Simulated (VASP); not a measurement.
Data:

```yaml
crystal:
  lattice:
    - [-2.34986, 2.34986, 4.59982]
    - [2.34986, -2.34986, 4.59982]
    - [2.34986, 2.34986, -4.59982]
  atoms:
    - { symbol: Al, position: [0.75000, 0.25000, 0.50000] }
    - { symbol: Al, position: [0.00000, 0.00000, 0.00000] }
    - { symbol: In, position: [0.25000, 0.75000, 0.50000] }
    - { symbol: In, position: [0.50000, 0.50000, 0.00000] }
    - { symbol: N, position: [0.67273, 0.12500, 0.04773] }
    - { symbol: N, position: [0.87500, 0.92273, 0.54773] }
    - { symbol: N, position: [0.07727, 0.62500, 0.95227] }
    - { symbol: N, position: [0.37500, 0.32727, 0.45227] }
```

All values below come from PBEsol GGA, VASP's PBE PAW potentials (set 64) (plane waves; VASP). Run with 520 eV cut-off, 8×8×8 Γ-centred mesh, tetrahedra with Blöchl corrections, potentials Al In_d N.

Unless said otherwise, spin-orbit coupling is left out, though it shifts the bands of the heavy elements here.

### Question
Estimate the energy per atom (σ→0), band gap (on the k-mesh) with the smallest direct gap where there is one.

### Answer

```json
{
 "band gap (on the k-mesh)": "1.37 eV",
 "smallest direct gap (on the k-mesh)": "1.37 eV",
 "energy per atom (σ→0)": "-6.780 eV/atom"
}
```

The structure comes from a computed database's AlInN2 entry (I-42d); how it stands against other phases isn't given here. It was relaxed first.
